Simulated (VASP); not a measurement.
# How strain moves the gap of CO2

Aim: follow the gap and pressure of CO2 through compression, expansion and shear. All runs use LDA. Left out of this account: 1 further run (self-consistent run: a reference on another mesh). The start is a computed cell from the Materials Project.

Calculated with VASP 6.6.1; LDA; plane waves and PAW (C, O).

## 1. The starting structure

The structure is tetragonal, space group I-42d (No. 122). Conventional cell: a = 3.949 Å, b = 3.949 Å, c = 6.028 Å, α = 90.00°, β = 90.00°, γ = 90.00°. Nearest to C lie 4 O at 1.40 Å. Nearest to O lie 2 C at 1.40 Å. Farther neighbours and most contacts between anions are not listed.

## 2. Bands, cell as listed

The mesh alone shows little of the dispersion and can miss band extrema, so KPOINTS_OPT adds a path through the symmetry points after the self-consistent cycle. LDA, the lowest rung, knows the local density alone.

INCAR

```
SYSTEM = CO2
PREC = Accurate
ENCUT = 520
EDIFF = 1E-06
NELM = 100
ISMEAR = -1
SIGMA = 0.05
LREAL = .FALSE.
ALGO = Normal
GGA = CA
NBANDS = 32
LORBIT = 11
LWAVE = .FALSE.
LCHARG = .FALSE.
KPAR = 4
```

POSCAR

```
CO2
1.0
   -1.9747270000      1.9747270000      3.0140580000
    1.9747270000     -1.9747270000      3.0140580000
    1.9747270000      1.9747270000     -3.0140580000
C O
2 4
Direct
    0.7500000000      0.2500000000      0.5000000000
    0.0000000000      0.0000000000      0.0000000000
    0.7097980000      0.1250000000      0.0847980000
    0.0402020000      0.6250000000      0.9152020000
    0.3750000000      0.2902020000      0.4152020000
    0.8750000000      0.9597980000      0.5847980000
```

KPOINTS

```
Automatic mesh
0
Gamma
9 9 9
0 0 0
```

KPOINTS_OPT

```
Line mode
16
Line-mode
Reciprocal
  0.00000000   0.00000000   0.00000000 GAMMA
  0.50000000  -0.50000000   0.00000000 X

  0.50000000  -0.50000000   0.00000000 X
  0.50000000  -0.50000000   0.21462530 Y

  0.50000000  -0.50000000   0.21462530 Y
  0.35731265  -0.35731265   0.35731265 S

  0.35731265  -0.35731265   0.35731265 S
  0.00000000   0.00000000   0.00000000 GAMMA

  0.00000000   0.00000000   0.00000000 GAMMA
  0.50000000   0.50000000  -0.50000000 Z

  0.50000000   0.50000000  -0.50000000 Z
  0.64268735   0.35731265  -0.35731265 S1

  0.64268735   0.35731265  -0.35731265 S1
  0.50000000   0.00000000   0.00000000 N

  0.50000000   0.00000000   0.00000000 N
  0.75000000  -0.25000000  -0.25000000 P

  0.75000000  -0.25000000  -0.25000000 P
  0.78537470   0.21462530  -0.50000000 Y1

  0.78537470   0.21462530  -0.50000000 Y1
  0.50000000   0.50000000  -0.50000000 Z

  0.50000000  -0.50000000   0.00000000 X
  0.75000000  -0.25000000  -0.25000000 P
```

PAW data sets: C and O (LDA family, release 64).

Launch:

```sh
$ mpirun -np 4 vasp_std
```

The log of the run:

```text
[banner, memory and clock lines left out]
running    4 mpi-ranks, on    1 nodes
 distrk:  each k-point on    1 cores,    4 groups
 distr:  one band on    1 cores,    1 groups

 POSCAR found type information on POSCAR C O
 POSCAR found :  2 types and       6 ions
 LDA part: xc-table for (Slater(with rela. corr.)+CA(PZ))
 , standard interpolation
 POSCAR, INCAR and KPOINTS ok, starting setup
 FFT: planning ... GRIDC
 FFT: planning ... GRID_SOFT
 FFT: planning ... GRID
 WAVECAR not read
 entering main loop
       N       E                     dE             d eps       ncg     rms          rms(c)
DAV:   1     0.128764755036E+03    0.12876E+03   -0.17539E+04  4800   0.991E+02
DAV:   2    -0.459887147551E+02   -0.17475E+03   -0.16733E+03  5992   0.253E+02
DAV:   3    -0.521593042601E+02   -0.61706E+01   -0.61339E+01  5792   0.434E+01
DAV:   4    -0.521910745705E+02   -0.31770E-01   -0.31768E-01  5256   0.355E+00
DAV:   5    -0.521912794241E+02   -0.20485E-03   -0.20485E-03  5872   0.255E-01    0.128E+01
DAV:   6    -0.491675025934E+02    0.30238E+01   -0.37377E+00  5056   0.157E+01    0.498E+00
DAV:   7    -0.490812272816E+02    0.86275E-01   -0.62133E-01  5512   0.445E+00    0.283E+00
DAV:   8    -0.490296607698E+02    0.51567E-01   -0.63344E-02  5144   0.194E+00    0.513E-01
DAV:   9    -0.490256298357E+02    0.40309E-02   -0.11109E-02  5656   0.827E-01    0.206E-01
DAV:  10    -0.490253745484E+02    0.25529E-03   -0.16605E-03  5264   0.242E-01    0.586E-02
DAV:  11    -0.490253404309E+02    0.34117E-04   -0.11218E-04  5632   0.704E-02    0.194E-02
DAV:  12    -0.490253409382E+02   -0.50728E-06   -0.12200E-05  5472   0.199E-02    0.443E-03
DAV:  13    -0.490253407014E+02    0.23687E-06   -0.88156E-07  2976   0.598E-03
   1 F= -.49025341E+02 E0= -.49025341E+02  d E =-.400091E-10
 Start KPOINTS_OPT (optional k-point list driver)
k-point batch [1-75\176]
       N       E                     dE             ncg
DAV:   1    -0.252427249001E+04   -0.63375E+05     4800
DAV:   2    -0.154096389371E+05   -0.12885E+05     5928
DAV:   3    -0.158795752052E+05   -0.46994E+03     5784
DAV:   4    -0.158820233034E+05   -0.24481E+01     5248
DAV:   5    -0.158820388607E+05   -0.15557E-01     5808
DAV:   6    -0.158820390093E+05   -0.14858E-03     5504
DAV:   7    -0.158820390109E+05   -0.16501E-05     4728
DAV:   8    -0.158820390111E+05   -0.15615E-06     3792
[...]
k-point batch [151-176\176]
       N       E                     dE             ncg
DAV:   1     0.544450575870E+05   -0.31561E+05     1664
DAV:   2     0.499145356059E+05   -0.45305E+04     2040
DAV:   3     0.497459190194E+05   -0.16862E+03     2048
DAV:   4     0.497450249729E+05   -0.89405E+00     1760
DAV:   5     0.497450195273E+05   -0.54457E-02     2024
DAV:   6     0.497450194763E+05   -0.50995E-04     1872
DAV:   7     0.497450194757E+05   -0.54699E-06     1624
```

The job ended after 22 s (4 MPI ranks of Intel Xeon 6975P-C (Granite Rapids), shared host; peak memory 1 GiB).

The logs omit lines about the potential files and the build; timing stands in the text.

Parts of OUTCAR (step 2):

```text
ion  position               nearest neighbor table
   1  0.750  0.250  0.500-   3 1.40   4 1.40   6 1.40   5 1.40
   2  0.000  0.000  0.000-   3 1.40   5 1.40   6 1.40   4 1.40
   3  0.710  0.125  0.085-   1 1.40   2 1.40
   4  0.040  0.625  0.915-   1 1.40   2 1.40
   5  0.375  0.290  0.415-   2 1.40   1 1.40
   6  0.875  0.960  0.585-   1 1.40   2 1.40

  LATTYP: Found a body centered tetragonal cell.
 ALAT       =     3.9494540000
 C/A-ratio  =     1.5263162959

 Subroutine GETGRP returns: Found  8 space group operations
 (whereof  4 operations were pure point group operations)

The static configuration has the point symmetry S_4 .
 The point group associated with its full space group is D_2d.

 Found     75 irreducible k-points:

   k-points           NKPTS =     75   k-points in BZ     NKDIM =     75   number of bands    NBANDS=     32

   dimension x,y,z NGX =    32 NGY =   32 NGZ =   32
   dimension x,y,z NGXF=    64 NGYF=   64 NGZF=   64

   ENCUT  =  520.0 eV  38.22 Ry    6.18 a.u.   7.64  7.64  7.64*2*pi/ulx,y,z

   NELECT =      32.0000    total number of electrons

 k-points in reciprocal lattice and weights: Automatic mesh
   0.00000000  0.00000000  0.00000000       0.001
   0.11111111 -0.00000000  0.00000000       0.011
   0.22222222 -0.00000000  0.00000000       0.011
   0.33333333 -0.00000000  0.00000000       0.011
   0.44444444 -0.00000000  0.00000000       0.011
   0.11111111  0.11111111  0.00000000       0.011
   0.22222222  0.11111111  0.00000000       0.022
   0.33333333  0.11111111  0.00000000       0.022
   0.44444444  0.11111111  0.00000000       0.022
[...]
-0.44444444  0.44444444  0.44444444       0.005
  -0.44444444 -0.44444444  0.44444444       0.003

 average (electrostatic) potential at core
       1 -59.6267       2 -59.6267       3 -73.7316       4 -73.7316       5 -73.7316
       6 -73.7316

 E-fermi :   3.0169

 k-point     1 :       0.0000    0.0000    0.0000
  band No.  band energies     occupation
    ...
     12       0.7544      2.00000
     13       0.7544      2.00000
     14       1.0367      2.00000
     15       1.0367      2.00000
     16       1.4377      2.00000
     17       9.3286      0.00000
     18      10.9372      0.00000
     19      10.9372      0.00000
     20      10.9763      0.00000
     21      13.9543      0.00000
    ...

 k-point     2 :       0.1111   -0.0000    0.0000
  band No.  band energies     occupation
    ...
     12       0.5819      2.00000
     13       0.7548      2.00000
     14       0.9259      2.00000
     15       1.0732      2.00000
     16       1.3445      2.00000
     17       9.4683      0.00000
     18      10.9286      0.00000
     19      10.9532      0.00000
     20      11.2428      0.00000
     21      13.7381      0.00000
    ...

 k-point     3 :       0.2222   -0.0000    0.0000
  band No.  band energies     occupation
    ...
     12      -0.1730      2.00000
     13       0.4806      2.00000
     14       1.0350      2.00000
     15       1.1208      2.00000
     16       1.4141      2.00000
     17       9.7386      0.00000
     18      10.9798      0.00000
     19      10.9982      0.00000
     20      11.7723      0.00000
     21      13.5303      0.00000
    ...

  Total       -3.3726375     -3.3726375     -3.6706143      0.0000000      0.0000000      0.0000000
  in kB     -114.9355895   -114.9355895   -125.0902934      0.0000000      0.0000000      0.0000000
  external PRESSURE =    -118.3204908 kB  Pullay stress =       0.0000000 kB

  energy-cutoff  :      520.00
  volume of cell :       47.01
      direct lattice vectors                 reciprocal lattice vectors
    -1.974727000  1.974727000  3.014058000     0.000000000  0.253199556  0.165889309
     1.974727000 -1.974727000  3.014058000     0.253199556  0.000000000  0.165889309
     1.974727000  1.974727000 -3.014058000     0.253199556  0.253199556  0.000000000

 POSITION                                       TOTAL-FORCE (eV/Angst)
 -----------------------------------------------------------------------------------
     -0.00000      1.97473      1.50703         0.000000     -0.000000     -0.000000
      0.00000      0.00000      0.00000        -0.000000      0.000000      0.000000
     -0.98736      1.32227      2.26054        -0.000000      0.419550     -0.000000
      2.96209      0.65246     -0.75351         0.000000     -0.419550      0.000000
      0.65246      0.98736      0.75351        -0.419550      0.000000      0.000000
      1.32227      0.98736      3.76757         0.419550     -0.000000     -0.000000
 -----------------------------------------------------------------------------------
    total drift:                                0.000001      0.000001      0.000001

  FREE ENERGIE OF THE ION-ELECTRON SYSTEM (eV)
  ---------------------------------------------------
  free  energy   TOTEN  =       -49.0253407014 eV

  energy  without entropy=      -49.0253407013  energy(sigma->0) =      -49.02534070

 total charge
# of ion       s       p       d       tot
------------------------------------------
    1        0.778   1.559   0.000   2.338
    2        0.778   1.559   0.000   2.338
    3        1.553   3.600   0.000   5.153
    4        1.553   3.600   0.000   5.153
    5        1.553   3.600   0.000   5.153
    6        1.553   3.600   0.000   5.153
--------------------------------------------------
tot          7.769  17.518   0.000  25.287

[... 3 further parts left out ...]
```

At this level the cell is under a tension of 11.8 GPa, so at these settings it is away from equilibrium.

This step gave:

- SCF cycles: 13
- electrons: 32
- bands: 32
- irreducible k-points: 75
- symmetry operations: 8
- free energy (TOTEN): -49.03 eV
- Fermi energy: 3.017 eV
- pressure: -11.83 GPa
- metallic: no
- least gap on mesh and path: 7.385 eV
- least direct gap on mesh and path: 7.891 eV
- valence top at k: 0.5, 0, 0
- conduction bottom at k: 0, 0, 0
- least direct gap at k: 0, 0, 0

Electronic bands along the path, in eV, zero at the valence-band top; v1 is the highest filled band, c1 the lowest empty one:

```csv
point,v4,v3,v2,v1,c1,c2,c3,c4
Γ,-1.19,-0.91,-0.91,-0.51,7.38,8.99,8.99,9.03
0.53 of the way,-1.24,-1.20,-0.70,-0.60,7.85,8.95,9.76,9.84
X,-0.65,-0.65,-0.51,-0.51,8.69,8.69,9.69,9.69
0.53 of the way,-0.70,-0.70,-0.48,-0.48,8.64,8.64,9.72,9.72
Y,-1.04,-1.04,-0.32,-0.32,8.50,8.50,9.93,9.93
0.53 of the way,-1.74,-1.13,-0.32,-0.15,8.05,8.75,10.02,10.40
S,-2.15,-1.18,-0.34,-0.11,7.89,8.85,10.05,10.62
0.53 of the way,-1.64,-0.97,-0.79,-0.55,7.60,9.21,9.47,9.89
Γ,-1.19,-0.91,-0.91,-0.51,7.38,8.99,8.99,9.03
0.47 of the way,-1.88,-1.61,-0.55,-0.55,8.56,8.90,8.90,9.96
Z,-2.84,-2.84,-0.01,-0.01,8.61,8.61,10.48,10.48
0.53 of the way,-2.43,-1.98,-0.11,-0.02,8.31,8.68,10.32,10.54
S1,-2.15,-1.18,-0.34,-0.11,7.89,8.85,10.05,10.62
0.53 of the way,-2.07,-0.91,-0.39,-0.23,7.85,9.12,9.58,10.36
N,-1.74,-1.40,-0.42,0.00,7.98,9.30,9.44,10.04
0.47 of the way,-1.32,-1.22,-0.54,-0.20,8.23,8.96,9.31,9.87
P,-0.83,-0.83,-0.57,-0.57,8.74,8.74,9.20,9.20
0.47 of the way,-0.89,-0.70,-0.54,-0.48,8.58,8.79,9.26,9.68
Y1,-1.04,-1.04,-0.32,-0.32,8.50,8.50,9.93,9.93
0.47 of the way,-1.83,-1.83,-0.11,-0.11,8.45,8.45,10.33,10.33
Z,-2.84,-2.84,-0.01,-0.01,8.61,8.61,10.48,10.48
jump to X,-0.65,-0.65,-0.51,-0.51,8.69,8.69,9.69,9.69
0.47 of the way,-0.72,-0.72,-0.54,-0.54,8.70,8.70,9.45,9.45
P,-0.83,-0.83,-0.57,-0.57,8.74,8.74,9.20,9.20
```

Of the projections kept (C, O), the largest for each band there; the rest of the weight can lie on other orbitals:

```csv
point,v4,v3,v2,v1,c1,c2,c3,c4
Γ,O 0.91,O 0.98,O 0.98,O 0.99,C 0.65,C 0.69,C 0.69,O 0.65
X,O 0.98,O 0.98,O 0.95,O 0.95,C 0.58,C 0.58,C 0.60,C 0.60
Y,O 0.94,O 0.94,O 0.99,O 0.99,C 0.61,C 0.61,C 0.57,C 0.57
S,O 0.86,O 0.95,O 1.00,O 1.00,C 0.66,C 0.55,C 0.54,C 0.55
Γ,O 0.91,O 0.98,O 0.98,O 0.99,C 0.65,C 0.69,C 0.69,O 0.65
Z,O 0.89,O 0.89,O 1.00,O 1.00,C 0.59,C 0.59,O 0.52,O 0.52
```

Force by atom:

```csv
atom,x (eV/Å),y (eV/Å),z (eV/Å),size
C1,0.000,0.000,0.000,0.000
C2,0.000,0.000,0.000,0.000
O3,0.000,0.420,0.000,0.420
O4,0.000,-0.420,0.000,0.420
O5,-0.420,0.000,0.000,0.420
O6,0.420,0.000,0.000,0.420
```

The gap is 7.38 eV, indirect, from N to Γ.

(Part 1 of 4 ends here.)

[Lines on the potential files, build, host, timing and source positions are cut from VASP's logs without a mark.]

[Logs are printed without paths, hosts, clocks, repeated set-up lines and the standing remarks that a program may print on its own settings, such as how far it seeks lower states.]

[Hosts, paths, dates, database ids (printed as entryN), source tags and the programs' standing remarks are cut or masked in the printed files.]

[A measured line is paired with the nearest computed mode of its activity, which favours agreement.]
